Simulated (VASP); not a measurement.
An input for Ansatz (written as the equivalent of a VASP run, and not itself run):

Ansatz 0.2 input:
```yaml
crystal:
  lattice:
    - [2.2950000, -3.9750570, 0.0000000]
    - [2.2950000, 3.9750570, 0.0000000]
    - [0.0000000, 0.0000000, 7.5100000]
  atoms:
    - { symbol: Ag, position: [0.6666670, 0.3333330, 0.5000000] }
    - { symbol: Ag, position: [0.3333330, 0.6666670, 0.0000000] }
    - { symbol: I, position: [0.6666670, 0.3333330, 0.8750000] }
    - { symbol: I, position: [0.3333330, 0.6666670, 0.3750000] }
kpoints:
  mp_grid: { grid: [6, 6, 3] }
hamiltonian:
  xc: pbesol
  pseudopotentials: { kind: paw }
scf:
  occupations: { method: gaussian, width: 0.05 }
  max_iter: 100
output: { forces: true, stress: true, eigenvalues: true }
```

### Question
Translate this input to VASP (INCAR, KPOINTS, POSCAR, choice of POTCAR).

### Answer
One answer among several that fit: 
KPOINTS:
```
Automatic mesh
0
Gamma
6 6 3
0 0 0
```

**INCAR**
```
! general
SYSTEM   =  AgI
PREC     =  Accurate
ENCUT    =  400
LREAL    =  .FALSE.
LASPH    =  .TRUE.

! electronic loop
EDIFF    =  1E-6
NELM     =  100
ALGO     =  Normal
LMAXMIX  =  4

! smearing
ISMEAR   =  0
SIGMA    =  0.05

! functional
GGA      =  PS

! ions
ISIF     =  2

! output
LWAVE    =  .FALSE.
LCHARG   =  .FALSE.
```

POSCAR:
```
AgI
1
    2.2950000000    -3.9750570000     0.0000000000
    2.2950000000     3.9750570000     0.0000000000
    0.0000000000     0.0000000000     7.5100000000
Ag I
2 2
Direct
  0.6666670000   0.3333330000   0.5000000000
  0.3333330000   0.6666670000   0.0000000000
  0.6666670000   0.3333330000   0.8750000000
  0.3333330000   0.6666670000   0.3750000000
```

POTCAR, in this order: Ag I (PBE.64 set). Program: vasp_std.

The two are equivalent in intent, not identical: each code has its own PAW files, so the cut-off isn't converted (ENCUT is set for VASP's; basis.ecutwfc is left out, and Ansatz then takes the one that its files recommend); Ansatz stops its SCF on the density residual and VASP on the energy change (EDIFF).

The compound is AgI in the wurtzite structure. The cell was not relaxed at this level. The run is one of a series of settings (GGA = PS against the base run), some of them coarse on purpose.
